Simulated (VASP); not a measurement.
Data:

```
GaAs
1.0
    0.00000     2.93460     2.93460
    2.93460     0.00000     2.93460
    2.93460     2.93460     0.00000
Ga As
1 1
Cartesian
  0.00000   0.00000   0.00000
  1.46730   1.46730   1.46730
```

Method: PBE GGA, VASP's PBE PAW potentials (set 64) (plane waves; VASP 6.6.1). Settings: 300 eV cut-off, 7×7×7 Γ-centred mesh, Gaussian smearing of 0.20 eV, potentials Ga_d As.

At this cut-off the stress carries a Pulay error, which pulls relaxed volumes low.

Problem. Give the stress tensor in GPa (positive for a compressed cell).

Solution. 
```
-3.21   0.00   0.00
 0.00  -3.21   0.00
 0.00   0.00  -3.21
```
The pressure is its mean diagonal, -3.21 GPa.

The structure comes from a computed database's GaAs entry; how it stands against other phases isn't given here. The cell was not relaxed at this level.
